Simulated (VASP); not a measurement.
Given:

```yaml
crystal:
  lattice:
    - [-2.80736, 2.80736, 2.80736]
    - [2.80736, -2.80736, 2.80736]
    - [2.80736, 2.80736, -2.80736]
  atoms:
    - { symbol: Rb, position: [0.00000, 0.00000, 0.00000] }
```

Calculation: PBE GGA with D3 dispersion (zero damping), VASP's PBE PAW potentials (set 64) (plane waves; VASP). Run with 520 eV cut-off, 9×9×9 Γ-centred mesh, first-order Methfessel-Paxton smearing of 0.10 eV, potentials Rb_sv.

Q: Give the energy at these volumes per atom, relative to the lowest: 83.49, 86.15, 88.82, 91.48, 94.15 Å³.

A: 3.2, 0.7, 0.0, 1.0, 3.4 meV/atom. A third-order Birch-Murnaghan fit gives B0 = 3.3 GPa and B0′ = 3.1.

Measured: a 5.576 Å at 0 K (computed value off by +0.7 %), as given by Gábor I. Csonka et al., Physical Review B (2009), arXiv:0903.4037 [low-temperature or extrapolated to 0 K; zero-point anharmonic expansion removed].

The compound is Rb in the bcc structure. It was relaxed first.
